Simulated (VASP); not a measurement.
An input for Ansatz (written as the equivalent of a VASP run, and not itself run):

Ansatz 0.2 input:
```yaml
crystal:
  lattice:
    - [3.4194078, 0.0000000, 0.0000000]
    - [-1.7097039, 2.9612944, 0.0000000]
    - [0.0000000, 0.0000000, 4.5091870]
  atoms:
    - { symbol: Te, position: [0.0000000, 0.0000000, 0.0000000] }
    - { symbol: O, position: [0.3333330, 0.6666670, 0.2222709] }
    - { symbol: O, position: [0.6666670, 0.3333330, 0.7777291] }
kpoints:
  mp_grid: { grid: [9, 9, 6] }
hamiltonian:
  xc: r2scan
  pseudopotentials: { kind: paw }
scf:
  occupations: { method: methfessel_paxton, width: 0.1 }
  max_iter: 100
relax:
  max_steps: 60
  f_tol: 0.02
  cell: {}
output: { forces: true, stress: true, eigenvalues: true }
```

Translate this input to VASP (INCAR, KPOINTS, POSCAR, choice of POTCAR).

Several could match; the one computed here: 
POSCAR:
```
TeO2
1
    3.4194077819     0.0000000000    -0.0000000000
   -1.7097038909     2.9612944086     0.0000000000
   -0.0000000000    -0.0000000000     4.5091870398
Te O
1 2
Direct
  0.0000000000   0.0000000000   0.0000000000
  0.3333330000   0.6666670000   0.2222708844
  0.6666670000   0.3333330000   0.7777291156
```

### INCAR
```
LREAL  =  .FALSE.
EDIFF  =  1E-6   # SCF stop (eV)
LASPH  =  .TRUE.   # aspherical one-centre terms
NSW  =  60   # most ionic steps
ISIF  =  3   # ions, shape and volume
METAGGA  =  R2SCAN
EDIFFG  =  -0.02   # ionic stop
LCHARG  =  .FALSE.
LMAXMIX  =  4   # l cut-off of mixed one-centre charges
IBRION  =  2
ISMEAR  =  1   # Methfessel-Paxton
SYSTEM  =  TeO2
LWAVE  =  .FALSE.
SIGMA  =  0.1
PREC  =  Accurate
LMIXTAU  =  .TRUE.
ENCUT  =  520   # plane-wave cut-off (eV)
NELM  =  100   # most electronic steps
ALGO  =  Normal   # blocked Davidson
```

**KPOINTS**
```
Automatic mesh
0
Gamma
9 9 6
0 0 0
```

POTCAR, in this order: Te O (PBE.64 set). Program: vasp_std.

What does not carry over: each code has its own PAW files, so the cut-off isn't converted (ENCUT is set for VASP's; basis.ecutwfc is left out, and Ansatz then takes the one that its files recommend); Ansatz stops its SCF on the density residual and VASP on the energy change (EDIFF).

The structure was generated: TeO2 was put into the CdI2 type (P-3m1), which need not be its known phase. This run relaxes it. Symmetry was kept, so distortions that lower it aren't found. The start is the result of an earlier pass.
